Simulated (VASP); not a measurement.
Data:

```
La2O3
1.0
    1.96888    -3.41020     0.00000
    1.96888     3.41020     0.00000
    0.00000     0.00000     6.18397
La O
2 3
Direct
  0.33333   0.66667   0.24727
  0.66667   0.33333   0.75273
  0.00000   0.00000   0.00000
  0.33333   0.66667   0.64578
  0.66667   0.33333   0.35422
```

The numbers are results of PBE GGA, VASP's PBE PAW potentials (set 64) (plane waves; VASP), not measurements. Run with 520 eV cut-off, 7×7×4 Γ-centred mesh, tetrahedra with Blöchl corrections, potentials La O.

The cores are frozen, which limits the accuracy of field gradients.

Give the principal components of the electric field gradient (V/Å²) and the asymmetry η at each nucleus.

| atom | Vxx | Vyy | Vzz | η |
|---|---|---|---|---|
| La1 | -55.4 | -55.4 | 110.8 | 0.00 |
| La2 | -55.4 | -55.4 | 110.8 | 0.00 |
| O3 | 4.4 | 4.4 | -8.8 | 0.00 |
| O4 | -4.1 | -4.1 | 8.2 | 0.00 |
| O5 | -4.1 | -4.1 | 8.2 | 0.00 |

The compound is La2O3 in the a-type structure. It was relaxed first.
